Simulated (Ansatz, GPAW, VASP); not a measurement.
## CdSe (P6_3mc, 4 atoms in the cell) computed with different codes at matched settings

Self-consistent single point.

```
CdSe
1.0
    4.34609     0.00000     0.00000
   -2.17305     3.76382     0.00000
    0.00000     0.00000     7.08984
Cd Se
2 2
Direct
  0.66667   0.33333   0.49995
  0.33333   0.66667   0.99995
  0.66667   0.33333   0.87591
  0.33333   0.66667   0.37591
```

Shared settings, as Ansatz (a first-principles code) writes them: kpoints.mp_grid.grid = 7 7 4; scf.occupations.method = fixed. Potentials and cutoffs stand in the table.

```tsv
code	model	pressure (GPa)	gap on the mesh (eV)	cutoff
VASP	LDA (PZ), VASP's LDA PAW potentials (set 64)	–	0.348	300 eV
Ansatz	LDA (PW92), PAW files made with PBE	-3.32	0.324	420 eV
GPAW	LDA (Perdew-Wang 92), GPAW PAW datasets LDA (gpaw-data 1.0.1)	-3.54	0.319	550 eV
```

A dash marks a value that a program does not give, or that is left out as unsure.

Gaps are read on the mesh.

The spread over the programs that give each value: pressure within 0.22 GPa; gap on the mesh within 0.029 eV.

Ansatz's pressure is given at a fixed set of plane waves, as the other plane-wave codes print theirs. The same LDA comes in different parametrisations, which differ slightly.

VASP's run is marked for a possible Pulay error in its stress at this cutoff; no cutoff test was made.

VASP ran the fixed occupations as a Gaussian smearing of 0.01 eV.

The starting cell comes from a database of computed structures (which also holds hypothetical and non-ambient phases and stackings), without a prior relaxation at this level.

Left out of this page: Quantum ESPRESSO, CP2K, Elk and SIESTA (not drawn, or without a comparable value); ABINIT (with a known weakness of the program).

Keys are those of Ansatz 0.2.
